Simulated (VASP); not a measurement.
Here is a VASP 6.6.1 calculation.

The input INCAR:

```
SYSTEM = SbW2
  ALGO = Normal
  EDIFF = 1E-7
  ENCUT = 520
  GGA = PE
  ISIF = 2
  ISMEAR = 0
  LASPH = .True.
  LCHARG = .False.
  LREAL = .False.
  LWAVE = .False.
  NBANDS = 24
  NELM = 60
  PREC = Accurate
  SIGMA = 0.1
```

File KPOINTS:

```
k-points
0
Gamma
  12 12 12
  0 0 0
```

File POSCAR:

```
SbW2
1.0
    0.0000000000      3.1330114914      3.1330114914
    3.1330114914      0.0000000000      3.1330114914
    3.1330114914      3.1330114914      0.0000000000
Sb W
1 2
Direct
    0.5000000000      0.5000000000      0.5000000000
    0.2500000000      0.2500000000      0.2500000000
    0.7500000000      0.7500000000      0.7500000000
```

Potentials or basis: VASP PAW PBE potentials, release 64 (Sb, W_sv).

Command:

```sh
$ cat potpaw_PBE.64/Sb/POTCAR potpaw_PBE.64/W_sv/POTCAR > POTCAR
$ mpirun -np 1 vasp_std > vasp.out
```

Task: Predict the band gap on the k mesh.

Result: None (metal or under the smearing width).

Task: Predict the pressure.

Result: 0.2 GPa.

The run has no spin-orbit coupling, so splittings on Sb, W are missing.
